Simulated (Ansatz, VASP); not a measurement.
# Ga2TeS (Ga2STe monolayer) in two plane-wave programs

Aim: how closely do two programs agree when they are given the same cell, functional and k mesh? The structure shown is the start of the Ansatz relaxation below; VASP solves that cell, so the two are compared at the walk's first step.

Main program and level: Ansatz 0.2.0; plane waves, with VASP 6.6.1 beside it; single point at LDA.

**1. The structure**

The cell holds 4 atoms: 1 Te, 2 Ga and 1 S. Its edges and angles: a = 3.845 Å, b = 3.845 Å, c = 39.951 Å, α = 90.0°, β = 90.0°, γ = 120.0°. Vacuum lies along c.

**2. Ansatz: relaxation, LDA**

Ansatz runs on its default PAW (the set named soft_2) files.

The two programs are compared at the cell with which this relaxation starts, whose forces are those of its first step.

Contents of input.yaml:

```yaml
crystal:
  lattice:
    - [3.8454, 0.0, 0.0]
    - [-1.9227, 3.3302140877, 0.0]
    - [0.0, 0.0, 39.9507218109]
  atoms:
    - { symbol: Te, position: [0.3333333333, 0.6666666667, 0.4442973542] }
    - { symbol: Ga, position: [0.0, 0.0, 0.4795887596] }
    - { symbol: Ga, position: [0.0, 0.0, 0.5406640015] }
    - { symbol: S, position: [0.3333333333, 0.6666666667, 0.5557026458] }
  periodic: [true, true, false]
kpoints:
  mp_grid: { grid: [12, 12, 1] }
hamiltonian:
  xc: lda
scf:
  occupations: { method: fermi_dirac, width: 0.05 }
  convergence: { dr2_threshold: 1.0e-09 }
relax:
  f_tol: 0.004
  max_steps: 90
  cell: {}
output:
  write_potential: true
  write_density: true
  volumetric_format: npy
```

The run is started by

```sh
ansatz run input.yaml --threads 4 --pin off --max-ram 6144MiB --backend cpu --events-out ev --progress --plain --runs-dir out
```

Numbers of over 12 decimals in the logs are rounded to 6 here.

Output:

```text
Warning: relax.cell: scf.convergence.dr2_threshold = 1e-9 eV is looser than the 1.91549450332e-10 eV advised for a relaxation that steers and ends on the stress (1e-10 eV for each atom of the cell: 4, times the square of relax.cell.stress_2d_tol = 0.05 N/m over 14.5 Å (the atoms' height at the walk's start and 5 Å past either face), 3.460e-2 GPa, over a crystal's default 0.05). What an SCF threshold leaves in a stress goes as its square root, and in the free energy as the threshold itself, and one threshold admits the most on a small cell: [figures from the program's tests cut] Set scf.convergence.dr2_threshold to 1.91549450332e-10 eV or tighter. [rest of the remark cut]
Engine: ansatz 0.2.0, x86_64-unknown-linux-gnu
Pseudopotentials: kind: paw
Pseudopotential: Te, paw, valence charge 16, recommended cutoff 420 eV (normal), Te.paw.azcp
Pseudopotential: Ga, paw, valence charge 13, recommended cutoff 420 eV (normal), Ga.paw.azcp
Pseudopotential: S, paw, valence charge 6, recommended cutoff 420 eV (normal), S.paw.azcp
Functional definition: SPW92
  exchange = slater_x
  correlation = pw_c
Crystal: 4 atoms, lattice volume = 511.609 Å³
Basis set: ecut = 420 eV, 9937 PW (Γ)
Bands: 29, of which v1, the nominal top of the filled ones, is band 24 counted from 1 (23 counted from 0)
Symmetry: 6 space group operations
Space group: P3m1 (ITA 156), of the structure as read, at distance tolerance 8.0e-5 Å
k-points: 19 of 144 (time reversal used)
Non-local potential: Te, projectors of the file, l = 0: 2, l = 1: 2, l = 2: 2, l = 3: 2
Non-local potential: Ga, projectors of the file, l = 0: 2, l = 1: 2, l = 2: 3, l = 3: 1
Non-local potential: S, projectors of the file, l = 0: 2, l = 1: 2, l = 2: 2
PAW form: soft (Blöchl's): semilocal exchange-correlation on the pseudo side does not see the compensation charge
PAW frozen core: Te, regenerated for the run's functional, and the local potential with it (the file was generated under x = pbe(κ = 0.804, μ = 0.219515), c = pbe(β = 0.066725))
PAW frozen core: Ga, regenerated for the run's functional, and the local potential with it (the file was generated under x = pbe(κ = 0.804, μ = 0.219515), c = pbe(β = 0.066725))
PAW frozen core: S, regenerated for the run's functional, and the local potential with it (the file was generated under x = pbe(κ = 0.804, μ = 0.219515), c = pbe(β = 0.066725))
PAW one-centre angular grid: Te, 590 points (default); XC on 64 Gauss nodes
PAW one-centre angular grid: Ga, 590 points (default); XC on 64 Gauss nodes
PAW one-centre angular grid: S, 110 points (default); XC on 64 Gauss nodes
Initial density: superposition of atomic densities (neutral atoms: chi_scale 0, normalization atom), corrected by the library's trained network
Initial wavefunctions: pseudopotential atomic-orbital guess
Functional: x = slater, c = lda
SCF iter   1: F=—  HF=-15111.883805 eV  |F-HF|=—  |Δ(HF+E_count)|=         —  Δρ=2.40e-3  dr2=5.46e-2  ethr=1.77e-3  ⟨swp⟩=12.7  Hψ=3675  notcnv=0
preconditioner: auto → Resta (q_TF=auto, 1.839 Å⁻¹)  ε∞=1.5  [insulator: Δε(μ)=0.409 eV  Ē_g=13.941 eV  σ=0.050 eV  W_gap=0.96  n_scr=22 (ndim 8)  ℏωp=10.1 eV  f_vac=0.785  D(μ)=0.03/eV (n_scr^D=0)  ε∞_Penn≈1.5  vacuum switching on, ρ_ref=1.4e-2 e/Å³]
SCF iter   2: F=—  HF=-15111.895167 eV  |F-HF|=—  |Δ(HF+E_count)|=   1.14e-2  Δρ=1.96e-3  dr2=2.72e-1  ethr=1.14e-4  ⟨swp⟩=4.4  Hψ=1389  notcnv=0  defer=6
preconditioner: auto → LDOS  [metal: Δε(μ)=0.097 eV  Ē_g=13.936 eV  σ=0.050 eV  W_gap=0.38  n_scr=22 (ndim 8)  ℏωp=10.1 eV  f_vac=0.786  D(μ)=0.71/eV (n_scr^D=6)  β→1.0]
SCF iter   3: F=—  HF=-15111.880661 eV  |F-HF|=—  |Δ(HF+E_count)|=   1.45e-2  Δρ=9.18e-4  dr2=2.81e-2  ethr=1.14e-4  ⟨swp⟩=5.0  Hψ=1033  notcnv=0  defer=6
SCF iter   4: F=—  HF=-15111.876451 eV  |F-HF|=—  |Δ(HF+E_count)|=   4.21e-3  Δρ=2.62e-4  dr2=3.07e-3  ethr=5.86e-5  ⟨swp⟩=3.7  Hψ=1133  notcnv=0  defer=5
SCF iter   5: F=—  HF=-15111.875949 eV  |F-HF|=—  |Δ(HF+E_count)|=   5.03e-4  Δρ=1.04e-4  dr2=7.07e-5  ethr=6.41e-6  ⟨swp⟩=2.9  Hψ=921  notcnv=0  defer=5
SCF iter   6: F=—  HF=-15111.875933 eV  |F-HF|=—  |Δ(HF+E_count)|=   1.58e-5  Δρ=2.54e-5  dr2=8.67e-6  ethr=1.47e-7  ⟨swp⟩=3.1  Hψ=1239  notcnv=0  defer=5
SCF iter   7: F=—  HF=-15111.875935 eV  |F-HF|=—  |Δ(HF+E_count)|=   1.77e-6  Δρ=7.96e-6  dr2=2.45e-7  ethr=1.81e-8  ⟨swp⟩=3.0  Hψ=990  notcnv=0  defer=5
[...]
SCF iter   6: F=—  HF=-15112.173753 eV  |F-HF|=—  |Δ(HF+E_count)|=   1.71e-9  Δρ=5.81e-7  dr2=7.08e-9  ethr=2.62e-11  ⟨swp⟩=3.4  Hψ=1241  notcnv=0
SCF iter   7: F=-15112.173753 eV  HF=-15112.173753 eV  |F-HF|=7.46e-11  |Δ(HF+E_count)|=   1.25e-9  Δρ=1.59e-7  dr2=1.77e-10  ethr=2.08e-12  ⟨swp⟩=9.8  Hψ=4568  notcnv=0
SCF 6 converged in 7 iterations: F = -15112.173753 eV  dr2 = 1.77e-10
  Residual-converged pass: ⟨swp⟩=1.1  Hψ=631  notcnv=0  max |occ|·‖R‖ = 7.1e-9 eV (tolerance 1.0e-8 eV)  dr2=1.77e-10  dr2_onsite=2.57e-11  max |Δocc| = 1.7e-14
relax step   6: F+E_penalty+E_count = -15112.17375317 eV  Δ(F+E_penalty+E_count) = -4.864e-5 eV  max|allowed force component| = 7.168e-4 eV/Å  Δτ_max = 0.0016 Å  P = -0.009 N/m  Ω = 495.285 Å³  energy of the carried Pulay correction = +6.072e-4 eV  fix = [c, alpha, beta]  reactions: c -0.000 N/m  (7 SCF iters, accepted)
Initial wavefunctions: pseudopotential atomic-orbital guess (no wavefunctions were taken with the density)
iter 1 solved again at ethr=4.31e-7 eV; its pass at ethr=3.10e-3 eV (dr2=2.07e-4 eV) is discarded
SCF iter   1: F=—  HF=-15112.173181 eV  |F-HF|=—  |Δ(HF+E_count)|=         —  Δρ=1.42e-5  dr2=2.23e-7  ethr=4.31e-7  ⟨swp⟩=5.1  Hψ=6103  notcnv=0
eigensolver tolerance schedule: the retry pair's looser diagonalisation over-reported the residual by 928.98 of it (diagonalisation noise at 0.15 of the residual, at the tolerance the schedule requests for it); recorded, not acted on — ethr = c·dr2/N_el stays at c = 1.0e-1
preconditioner: auto → Resta (q_TF=auto, 1.849 Å⁻¹)  ε∞=1.5  [insulator: Δε(μ)=0.834 eV  Ē_g=13.927 eV  σ=0.050 eV  W_gap=1.00  n_scr=22 (ndim 8)  ℏωp=10.3 eV  f_vac=0.781  D(μ)=0.00/eV (n_scr^D=0)  ε∞_Penn≈1.5  vacuum switching on, ρ_ref=1.4e-2 e/Å³]
SCF iter   2: F=—  HF=-15112.173192 eV  |F-HF|=—  |Δ(HF+E_count)|=   1.15e-5  Δρ=9.79e-6  dr2=1.74e-7  ethr=4.64e-10  ⟨swp⟩=4.2  Hψ=1565  notcnv=0
SCF iter   3: F=—  HF=-15112.173192 eV  |F-HF|=—  |Δ(HF+E_count)|=   2.10e-8  Δρ=2.27e-6  dr2=1.18e-7  ethr=3.62e-10  ⟨swp⟩=2.0  Hψ=911  notcnv=0
SCF iter   4: F=—  HF=-15112.173192 eV  |F-HF|=—  |Δ(HF+E_count)|=   3.48e-9  Δρ=1.68e-6  dr2=2.41e-7  ethr=2.45e-10  ⟨swp⟩=3.4  Hψ=1181  notcnv=0
SCF iter   5: F=—  HF=-15112.173192 eV  |F-HF|=—  |Δ(HF+E_count)|=   2.39e-8  Δρ=5.53e-7  dr2=1.46e-8  ethr=2.45e-10  ⟨swp⟩=1.8  Hψ=584  notcnv=0
SCF iter   6: F=-15112.173192 eV  HF=-15112.173192 eV  |F-HF|=1.98e-10  |Δ(HF+E_count)|=   1.11e-9  Δρ=1.74e-7  dr2=1.44e-10  ethr=2.08e-12  ⟨swp⟩=13.5  Hψ=4928  notcnv=0
SCF 7 converged in 6 iterations: F = -15112.173192 eV  dr2 = 1.44e-10
relax step   7: F+E_penalty+E_count = -15112.17319212 eV  Δ(F+E_penalty+E_count) = +5.611e-4 eV  max|allowed force component| = 5.976e-4 eV/Å  Δτ_max = 0.0000 Å  P = -0.011 N/m  Ω = 495.285 Å³  fix = [c, alpha, beta]  reactions: c -0.000 N/m  stress off target by 1.10e-2 N/m on what of the cell is left free  SCF on the basis re-selected at this cell (its energy is not comparable with the rows above)  (6 SCF iters)
basis re-selected at this cell: Δ(F+E_penalty+E_count) = +5.611e-4 eV, ΔP = -0.002 N/m vs the last step (what re-selecting the basis moved, of the pressure what is left beyond the Pulay correction that the steps carried, after the strain that the cell walked since its last selection, with what the two solves' SCF thresholds leave and, on support functions, any second-order correction that the steps lacked; it is no m [...]
WARN: The output density's exchange-correlation potential varies sharply where the density is thin. Do not read a vacuum level from v_tot or v_xc, or from such a field of the output density. On a cell that repeats whose density bears no net charge and no dipole along the vacuum's axis use v_es (v_loc + v_h of the components); under efield.dipole_correction with no amplitude use v_es + v_field, which holds any externa [...]
SCF converged after 6 iterations
Free energy (F): -15112.173192 eV
Harris-Foulkes:  -15112.173192 eV  (|F-HF|=1.98e-10)
Internal energy: -15112.173187 eV  (E = F + TS)
E sigma→0 (E₀):  -15112.173190 eV
Entropy (-TS):   -0.000005 eV (-0.001 meV/atom)
Fermi energy:    -4.697861 eV
--- Per-component energies (eV) ---
  E_band       = -1014.347918
  E_kinetic    = 521.270352
  E_local      = -137686.259240  (includes V_loc(G=0)·N_el)
  E_nonlocal   = 577.779716
  E_hartree    = 68548.559374
  E_xc         = -357.632200
  E_vxc        = -309.616471  (∫ρ·V_xc dr)
  E_paw        = -8903.789436  (= ΣΔE_a)
  E_vpaw       = -1214.640296  (= ΣTr[D̂ρ^β])
  E_aug_tail   = -0.000430  (compensation charges beyond the density's cutoff)
  E_ewald      = 62183.609858
  E_core_change = 4.288819  (= ΣΔE_core)
  E_smearing   = -0.000005  (= −TS)
  E_closure    = 0.000000  (closes the sum)
  Σ components = -15112.173192   (vs F -15112.173192, Δ=0.00e0)
--- Forces (eV/Å), atoms counted from 1 ---
  atom   1  Te     0.00000000     0.00000000    -0.00008204
  atom   2  Ga     0.00000000    -0.00000000    -0.00031265
  atom   3  Ga     0.00000000    -0.00000000     0.00040473
  atom   4  S      0.00000000     0.00000000    -0.00078164
  max |Σ_I F_I| component: 7.72e-4 eV/Å
--- 2D stress c σ (N/m, compression-positive) ---
       -0.011010      -0.000000       0.000000
       -0.000000      -0.011010      -0.000000
        0.000000      -0.000000      -0.000000
  P = ½ c Tr σ = -0.0110 N/m
--- Band table (eV; the first three rows and the last of 19) ---
  k-point 0: bands = [... 20 lower, -7.4317, -6.1270, -5.1313, -5.1313, -4.2970, -2.1194, -1.4876, -1.4876, ... 1 higher]
  k-point 1: bands = [... 20 lower, -7.5246, -6.0983, -5.8157, -5.3075, -3.9063, -1.9359, -1.5128, -1.3271, ... 1 higher]
  k-point 2: bands = [... 20 lower, -7.7589, -7.1835, -5.9621, -5.7154, -3.3572, -2.5126, -1.1790, -0.9845, ... 1 higher]
  k-point 18: bands = [... 20 lower, -9.3034, -8.0636, -7.5672, -7.1362, -3.5644, -2.7480, -1.0879, -0.6149, ... 1 higher]
  the weakly bound empty levels are not read free of the cell's end (no_gap_told)
--- Relaxed structure (6 steps of the walk, 6 accepted, 1 SCFs on fresh bases) ---
  F+E_penalty+E_count = -15112.17319212 eV   max|allowed force component| = 5.976e-4 eV/Å   (the final SCF, on the basis selected at the relaxed cell)
  cell:  # Å, volume = 495.2851 Å³
    - [3.783554, 0.0, 0]
    - [-1.891777, 3.276654, 0]
    - [0, 0, 39.9507218109]
  atoms:
    - { symbol: Te, position: [0.333333, 0.666667, 0.443440] }
    - { symbol: Ga, position: [0, -3.7007434155248937e-17, 0.477568] }
    - { symbol: Ga, position: [0, -3.7007434155248937e-17, 0.537641] }
    - { symbol: S, position: [0.333333, 0.666667, 0.561604] }
```

In the SCF lines HF is the Harris–Foulkes energy and dr2 the Hartree energy of the density residual, in eV; the loop may stop once dr2 is under the threshold and the program's other checks hold. Hψ counts applications of the Hamiltonian.

(Part 1 of 2 ends here.)

[Lines on the potential files, build, host, timing and source positions are cut from VASP's logs without a mark.]

[Logs are printed without paths, hosts, clocks, repeated set-up lines and the standing remarks that a program may print on its own settings, such as how far it seeks lower states.]

[Hosts, paths, dates, database ids (printed as entryN), source tags and the programs' standing remarks are cut or masked in the printed files.]
